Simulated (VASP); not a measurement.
Data:

```
ScV3N4
1.0
    0.00000     2.08449     2.08449
    2.08449     0.00000     2.08449
    8.30515     8.30515     0.03281
V N Sc
3 4 1
Direct
  0.98566   0.98566   0.01075
  0.00000   0.00000   0.25000
  0.01434   0.01434   0.48925
  0.49104   0.49104   0.13172
  0.50896   0.50896   0.36828
  0.52095   0.52095   0.60928
  0.47905   0.47905   0.89072
  0.00000   0.00000   0.75000
```

Method: PBEsol GGA, VASP's PBE PAW potentials (set 64) (plane waves; VASP 6.6.1). Settings: 520 eV cut-off, 14×14×4 Γ-centred mesh, tetrahedra with Blöchl corrections, potentials V_sv N Sc_sv.

For a metal the tetrahedron method with Blöchl corrections gives inexact stress and forces.

**Question.** Estimate the energy per atom (σ→0), largest force, band gap (on the k-mesh) with the smallest direct gap where there is one.

**Answer.** 
| Property | Result |
|---|---|
| band gap (on the k-mesh) | none (metal, semimetal or under 0.01 eV) |
| energy per atom (σ→0) | -10.121 eV/atom |
| largest force | 0.083 eV/Å |

The absolute energy has meaning only against runs of the same code, potentials and settings.

The structure was generated: ScV3N4 was put into an ordered model structure (R-3m), which need not be its known phase. It was relaxed first. The run is not spin-polarised, so no magnetic state was tried.
